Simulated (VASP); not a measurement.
Energy against volume of BaTiO$_{3}$ (cubic perovskite). Computed with PBE GGA, VASP's PBE PAW potentials (set 64) (plane waves; VASP 6.6.1). Run with 520 eV cut-off, 6×6×6 Γ-centred mesh, Gaussian smearing of 0.050 eV, potentials Ba_sv Ti_sv O.

```tsv
V (Å³/atom)	E (eV/atom)
12.733	-7.99053
13.127	-7.99709
13.521	-7.99168
13.914	-7.97620
```

Problem. Fit these four points and predict the energy of the run at 12.339 Å³/atom.

Solution. A cubic in V^(−2/3), the third-order Birch-Murnaghan form, passes through the four points with V0 = 13.13 Å³/atom and B0 = 161 GPa, and gives -7.9698 eV/atom there. The run gave -7.9699 eV/atom, -0.1 meV/atom from the fit; all five points give B0 = 161 GPa.

The compound is BaTiO3 in the cubic perovskite structure, the ideal cubic form; the compound distorts at low or room temperature. It was relaxed first.
